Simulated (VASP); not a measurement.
Input for VASP

### POSCAR
```
ZnS
1.0
  0.0000000000   2.7827990000   2.7358650000
  2.7312040000   0.0000000000   2.7358650000
  2.7312040000   2.7827990000   0.0000000000
Zn S
1 1
Cartesian
  0.0000000000   0.0000000000   0.0000000000
  1.4481826841   1.3913995000   1.3679325000
```

**KPOINTS**
```
Automatic mesh
0
gamma
  8 8 8
0 0 0
```

INCAR:
```
# general
SYSTEM   =ZnS
PREC     =Accurate
ENCUT    =400
LREAL    =.FALSE.
LASPH    =.TRUE.

# electronic loop
EDIFF    =1E-6
NELM     =100
ALGO     =Normal
LMAXMIX  =4

# smearing
ISMEAR   =0
SIGMA    =0.05

# functional
GGA      =PE

# DFT+U
LDAU     =.TRUE.
LDAUTYPE =2
LDAUL    =2 -1
LDAUU    =4.0 0
LDAUJ    =0 0
LDAUPRINT=1

# ions
ISIF     =2

# output
LWAVE    =.FALSE.
LCHARG   =.FALSE.
LORBIT   =10
```

POTCAR, in this order: Zn S (PBE.64 set). Program: vasp_std.

Write an equivalent input for Quantum ESPRESSO's pw.x.

One equivalent input (not run):
```
&CONTROL
  calculation = 'scf'
  pseudo_dir = './pseudo'
  outdir = './out'
  tprnfor = .true.
  tstress = .true.
/
&SYSTEM
  ibrav = 0
  nat = 2
  ntyp = 2
  ecutwfc = 84
  occupations = 'smearing'
  smearing = 'gaussian'
  degauss = 0.003675
  input_dft = 'pbe'
/
&ELECTRONS
  conv_thr = 7.3e-08
  electron_maxstep = 100
/
ATOMIC_SPECIES
  Zn 65.380 Zn.upf
  S 32.060 S.upf
CELL_PARAMETERS angstrom
     0.0000000    2.7827990    2.7358650
     2.7312040    0.0000000    2.7358650
     2.7312040    2.7827990    0.0000000
ATOMIC_POSITIONS crystal
  Zn   0.0000000  0.0000000  0.0000000
  S    0.2348820  0.2651180  0.2651180
K_POINTS automatic
  8 8 8 0 0 0
HUBBARD {ortho-atomic}
U Zn-3d 4
```
What does not carry over: the potentials are each code's own (VASP's PAW set, PseudoDojo norm-conserving files in pw.x), so ENCUT and ecutwfc are chosen apart and not converted; conv_thr bounds pw.x's estimated SCF error, while EDIFF bounds the energy change between steps; the +U projectors differ (PAW spheres against orthogonalised atomic orbitals), so the same U acts differently.

The compound is ZnS in the zinc blende structure. The cell was not relaxed at this level, atoms are displaced from their ideal sites. The run is one of a series of settings (LDAU = .TRUE., LDAUJ = 0 0, LDAUL = 2 -1, LDAUTYPE = 2, LDAUU = 4.0 0 against the base run), some of them coarse on purpose.
